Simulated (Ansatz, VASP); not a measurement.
# Cross-check of KMgF3 between VASP and Ansatz, part 3 of 3

Wanted: the spread between two codes on one cell, functional and k mesh. The cell is taken from a series of runs on this material, whose earlier steps may have relaxed, scaled, displaced or heated it; both programs get it as it stands.

VASP 6.6.1 and Ansatz 0.2.0.

So far: The structure; VASP: zone-centre phonons, LDA.

## Step 3: Ansatz: zone-centre phonons, LDA

Level of this step: Ansatz beside VASP: Kohn-Sham DFT, plane waves, LDA (Ansatz).

Ansatz runs on norm-conserving files, of PseudoDojo where its log says so.

The same cell, functional (in two slightly different forms) and mesh now go to Ansatz.

Input file input.yaml:

```yaml
crystal:
  lattice:
    - [3.9070691102, 0.0, 0.0]
    - [0.0, 3.9070691102, 0.0]
    - [0.0, 0.0, 3.9070691102]
  atoms:
    - { symbol: K, position: [0.5, 0.5, 0.5] }
    - { symbol: Mg, position: [0.0, 0.0, 0.0] }
    - { symbol: F, position: [0.5, 0.0, 0.0] }
    - { symbol: F, position: [0.0, 0.5, 0.0] }
    - { symbol: F, position: [0.0, 0.0, 0.5] }
kpoints:
  mp_grid: { grid: [6, 6, 6] }
hamiltonian:
  xc: lda
  pseudopotentials: { kind: nc, accuracy: standard }
scf:
  occupations: { method: fixed }
output:
  eigenvalues: true
basis:
  ecutwfc: 1034.033
phonons:
  method: dfpt
  dielectric: true
  rigid_motions: translations
```

Run with:

```sh
> ansatz run input.yaml --threads 4 --pin off --max-ram 16384MiB --backend cpu --events-out ev --progress --plain --runs-dir out
```

The program printed:

```text
Warning: basis.ecutwfc = 1034.033 eV is below the records' recommended 1142.878222 eV, and the density's cutoff is lower with it unless basis.ecutrho_ratio is high enough to keep the records' density cutoff: compare with a run at a higher cutoff
Engine: ansatz 0.2.0, aarch64-unknown-linux-gnu
Pseudopotentials: kind: nc
Pseudopotential: K, nc, valence charge 9, recommended cutoff 979.609905 eV (normal), K.nc.azcp (PseudoDojo's, or run here from an input of PseudoDojo's; its table is named by hamiltonian.pseudopotentials.accuracy)
Pseudopotential: Mg, nc, valence charge 10, recommended cutoff 1142.878222 eV (normal), Mg.nc.azcp (PseudoDojo's, or run here from an input of PseudoDojo's; its table is named by hamiltonian.pseudopotentials.accuracy)
Pseudopotential: F, nc, valence charge 7, recommended cutoff 1142.878222 eV (normal), F.nc.azcp (PseudoDojo's, or run here from an input of PseudoDojo's; its table is named by hamiltonian.pseudopotentials.accuracy)
Functional definition: SPW92
  exchange = slater_x
  correlation = pw_c
Crystal: 5 atoms, lattice volume = 59.642 Å³
Basis set: ecut = 1034.033 eV, 4457 PW (Γ), exchange–correlation on 90×90×90 points (8 copies of the dense FFT grid, shifted against one another)
Bands: 25, of which v1, the nominal top of the filled ones, is band 20 counted from 1 (19 counted from 0)
Symmetry: 48 space group operations
k-points: 80 of 216 (irreducible under 2 space group operations, time reversal used)
Non-local potential: K, projectors of the file, l = 0: 2, l = 1: 2, l = 2: 2
Non-local potential: Mg, projectors of the file, l = 0: 2, l = 1: 2
Non-local potential: F, projectors of the file, l = 0: 2, l = 1: 2, l = 2: 1
Initial density: superposition of atomic densities (chi_scale 0.1, normalization cell, long waves kept (reshape's long-wave potential 0.00 eV rms))
Initial wavefunctions: pseudopotential atomic-orbital guess
Functional: x = slater, c = lda
SCF iter   1: F=—  HF=-4447.836379 eV  |F-HF|=—  |Δ(HF+E_count)|=         —  Δρ=1.56e-1  dr2=1.06e1  ethr=3.10e-3  ⟨swp⟩=7.2  Hψ=9192  notcnv=0  defer=185
preconditioner: auto → Resta (q_TF=auto, 2.553 Å⁻¹)  ε∞=3.7  [insulator: Δε(μ)=5.289 eV  Ē_g=16.128 eV  n_scr=18 (ndim 8)  ℏωp=26.3 eV  f_vac=0.000  ε∞_Penn≈3.7]
SCF iter   2: F=—  HF=-4444.123656 eV  |F-HF|=—  |Δ(HF+E_count)|=    3.71e0  Δρ=4.60e-2  dr2=1.17e0  ethr=3.10e-3  ⟨swp⟩=4.4  Hψ=5149  notcnv=0  defer=182
SCF iter   3: F=—  HF=-4443.598782 eV  |F-HF|=—  |Δ(HF+E_count)|=   5.25e-1  Δρ=1.92e-2  dr2=2.47e-1  ethr=2.91e-3  ⟨swp⟩=3.2  Hψ=3470  notcnv=0  defer=174
SCF iter   4: F=—  HF=-4443.481019 eV  |F-HF|=—  |Δ(HF+E_count)|=   1.18e-1  Δρ=6.33e-3  dr2=1.27e-2  ethr=6.16e-4  ⟨swp⟩=3.7  Hψ=5142  notcnv=0  defer=207
SCF iter   5: F=—  HF=-4443.478491 eV  |F-HF|=—  |Δ(HF+E_count)|=   2.53e-3  Δρ=1.15e-3  dr2=2.39e-4  ethr=3.19e-5  ⟨swp⟩=4.1  Hψ=3815  notcnv=0  defer=226
SCF iter   6: F=—  HF=-4443.478484 eV  |F-HF|=—  |Δ(HF+E_count)|=   6.35e-6  Δρ=3.15e-4  dr2=2.10e-5  ethr=5.97e-7  ⟨swp⟩=2.4  Hψ=3314  notcnv=0  defer=223
SCF iter   7: F=—  HF=-4443.478484 eV  |F-HF|=—  |Δ(HF+E_count)|=   5.75e-8  Δρ=4.78e-5  dr2=1.09e-6  ethr=5.26e-8  ⟨swp⟩=2.4  Hψ=2987  notcnv=0  defer=220
SCF iter   8: F=—  HF=-4443.478380 eV  |F-HF|=—  |Δ(HF+E_count)|=   1.04e-4  Δρ=1.02e-5  dr2=3.63e-8  ethr=2.73e-9  ⟨swp⟩=2.0  Hψ=3415  notcnv=0  defer=177
SCF iter   9: F=—  HF=-4443.478380 eV  |F-HF|=—  |Δ(HF+E_count)|=   9.94e-9  Δρ=1.04e-6  dr2=4.45e-10  ethr=9.08e-11  ⟨swp⟩=2.1  Hψ=3391  notcnv=0  defer=177
SCF iter  10: F=-4443.478380 eV  HF=-4443.478380 eV  |F-HF|=3.64e-12  |Δ(HF+E_count)|=  1.46e-10  Δρ=1.40e-7  dr2=8.77e-12  ethr=1.00e-12  ⟨swp⟩=17.4  Hψ=16398  notcnv=0
SCF 1 converged in 10 iterations: F = -4443.478380 eV  dr2 = 8.77e-12
DFPT response loops at Γ: preconditioner auto → none (the input reference at scf.mixing.eps_inf says where Resta's filter doesn't serve); β = 0.50; Broyden in place of MSR1
SCF converged after 10 iterations
Free energy (F): -4443.478380 eV
Harris-Foulkes:  -4443.478380 eV  (|F-HF|=3.64e-12)
Internal energy: -4443.478380 eV  (E = F + TS)
E sigma→0 (E₀):  -4443.478380 eV
Fermi energy:    3.051115 eV
--- Per-component energies (eV) ---
  E_band       = -484.069563
  E_kinetic    = 2530.397444
  E_local      = -4070.257513  (includes V_loc(G=0)·N_el)
  E_nonlocal   = -602.725038
  E_hartree    = 1301.445192
  E_xc         = -825.787852
  E_vxc        = -944.374824  (∫ρ·V_xc dr)
  E_ewald      = -2776.550612
  E_smearing   = -0.000000  (= −TS)
  E_closure    = -0.000000  (closes the sum)
  Σ components = -4443.478380   (vs F -4443.478380, Δ=0.00e0)
--- Band table (eV; the first three rows and the last of 80) ---
  k-point 0: bands = [... 16 lower, 2.3528, 2.7248, 2.7248, 2.7248, 10.5211, 12.9553, 12.9553, 15.2546, ... 1 higher]
  k-point 1: bands = [... 16 lower, 2.2885, 2.4354, 2.6626, 2.6626, 11.0263, 13.2258, 13.2868, 15.3948, ... 1 higher]
  k-point 2: bands = [... 16 lower, 2.1647, 2.1647, 2.5358, 2.5358, 12.2311, 13.7968, 13.9190, 15.7242, ... 1 higher]
  k-point 79: bands = [... 16 lower, 1.8578, 3.0511, 3.0511, 3.0511, 13.5148, 13.5148, 13.5148, 17.1902, ... 1 higher]
--- Phonons (Γ-DFPT): 4 representative perturbations + reference, on 80 of 216 k-points (Σ response iterations 12) ---
  k mesh reduced under 2 symmetry operations, with k and −k counted as one. Each operation leaves every solved perturbation unchanged. A smaller set is not considered because the run solves the response to a homogeneous field
  ASR residual: 1.646e-4 → 0.000e0 eV/Å²; symmetrization residual: 6.241e-6 eV/Å²
  ASR residual per site (eV/Å²): 1.65e-4 1.77e-5 1.61e-4 1.61e-4 1.61e-4
  Γ frequencies (cm⁻¹): 0.00 0.00 0.00 155.45 155.45 155.45 185.42 185.42 185.42 285.34 285.34 285.34 515.27 515.27 515.27
  ε∞ (high-frequency dielectric tensor):
        2.157901     0.000000     0.000000
        0.000000     2.157901     0.000000
        0.000000     0.000000     2.157901
  ε⁰ (static dielectric tensor: ions relaxed, cell fixed):
        6.646276     0.000000     0.000000
        0.000000     6.646276    -0.000000
        0.000000    -0.000000     6.646276
  ε⁰ − ε∞ (ionic part):
        4.488375     0.000000     0.000000
        0.000000     4.488375    -0.000000
        0.000000    -0.000000     4.488375
  softest optical mode at Γ: 155.45 cm⁻¹; the repairs (sum rule, projections) moved no ω² at Γ by more than (1.91 cm⁻¹)²
  Born effective charges Z* (e; rows j = field, columns β = displacement):
    site 0:
         1.19513    0.00000    0.00000
         0.00000    1.19513    0.00000
         0.00000    0.00000    1.19513
    site 1:
         1.98936    0.00000    0.00000
         0.00000    1.98936    0.00000
         0.00000    0.00000    1.98936
    site 2:
        -1.25178   -0.00000    0.00000
        -0.00000   -0.96635    0.00000
         0.00000   -0.00000   -0.96635
    site 3:
        -0.96635    0.00000   -0.00000
         0.00000   -1.25178    0.00000
         0.00000    0.00000   -0.96635
    site 4:
        -0.96635   -0.00000    0.00000
         0.00000   -0.96635    0.00000
         0.00000    0.00000   -1.25178
  Z* charge neutrality: 1.812e-4 e pre-enforcement
  k-mesh period / interband length: 23.4 Å / 0.85 Å = 27.42 at k = (0.0000, 0.0000, 0.0000), direct gap 7.796 eV — 14 or more, which is no proof of convergence
  optical modes at Γ without the LO–TO term, one row a degenerate level:
      ω (cm⁻¹)  modes    IR ((D/Å)²/amu)
[...]
optical modes at Γ + LO–TO along q̂ = [1.0000, 0.0000, 0.0000]:
      ω (cm⁻¹)  modes    IR ((D/Å)²/amu)
[...]
optical modes at Γ + LO–TO along q̂ = [0.0000, 1.0000, 0.0000]:
      ω (cm⁻¹)  modes    IR ((D/Å)²/amu)
[...]
598.10      1             6.7758
  optical modes at Γ + LO–TO along q̂ = [0.0000, 0.0000, 1.0000]:
      ω (cm⁻¹)  modes    IR ((D/Å)²/amu)
        155.45      2             3.6314
        185.42      3             0.0000
        192.19      1             0.2879
        285.34      2             5.6790
        348.96      1             1.7065
        515.27      2             8.2301
        598.10      1             6.7758
```

## Step 4: Comparison

Known differences besides the potentials themselves: the two LDA forms differ slightly; fixed occupations in Ansatz, narrow Gaussian smearing in VASP; the data sets hold 40 valence electrons in Ansatz (on norm-conserving files, of PseudoDojo where its log says so) and 32 in VASP; the cutoff is 1034.03 eV in Ansatz and 600 eV in VASP; VASP's log shows a relativistic correction to its local exchange, Ansatz's none; Ansatz's log warns that its cutoff lies below the recommended one. Total energies have different zeros and are not compared.

The two programs side by side:

| quantity | Ansatz | VASP | difference |
| --- | --- | --- | --- |
| ε∞ xx | 2.16 | 2.14 | +0.97 % |
| ε∞ yy | 2.16 | 2.14 | +0.97 % |
| ε∞ zz | 2.16 | 2.14 | +0.97 % |
| Born charge of K1 (mean of the diagonal) (e) | 1.20 | 1.19 | +0.01 |
| Born charge of Mg2 (mean of the diagonal) (e) | 1.99 | 1.98 | +0.01 |
| Born charge of F3 (mean of the diagonal) (e) | -1.06 | -1.06 | -0.01 |
| optical mode 1 to 3 (cm⁻¹) | 155.4 | 161.0 | -3.46 % |
| optical mode 4 to 6 (cm⁻¹) | 185.4 | 185.3 | +0.06 % |
| optical mode 7 to 9 (cm⁻¹) | 285.3 | 285.3 | +0.02 % |
| optical mode 10 to 12 (cm⁻¹) | 515.3 | 519.9 | -0.90 % |

Modes are paired by rising frequency, not by their patterns, so a pair may set unlike modes beside each other; they are those without the splitting of longitudinal modes.

## Step 5: Results

```yaml
r_m_s_difference_of_the_optical_zone_centre_modes_each_program_s_sorted_by_frequency_zone_centre_phonons_lda: 3.6 cm⁻¹
difference_in_optical_mode_1_to_3_zone_centre_phonons_lda: -3.5 %
```

The r.m.s. difference of the optical zone-centre modes, each program's sorted by frequency is 3.6 cm⁻¹ (zone-centre phonons, LDA). The data sets hold unlike numbers of valence electrons (40 in Ansatz and 32 in VASP), so part of the differences comes from the potentials. Among the rows given in per cent, the largest difference of the zone-centre phonons, LDA pair is in optical mode 1 to 3, -3.5 %. How closely two codes agree says nothing of how well the functional describes the real material.

[Lines on the potential files, build, host, timing and source positions are cut from VASP's logs without a mark.]

[Logs are printed without paths, hosts, clocks, repeated set-up lines and the standing remarks that a program may print on its own settings, such as how far it seeks lower states.]

[Hosts, paths, dates, database ids (printed as entryN), source tags and the programs' standing remarks are cut or masked in the printed files.]
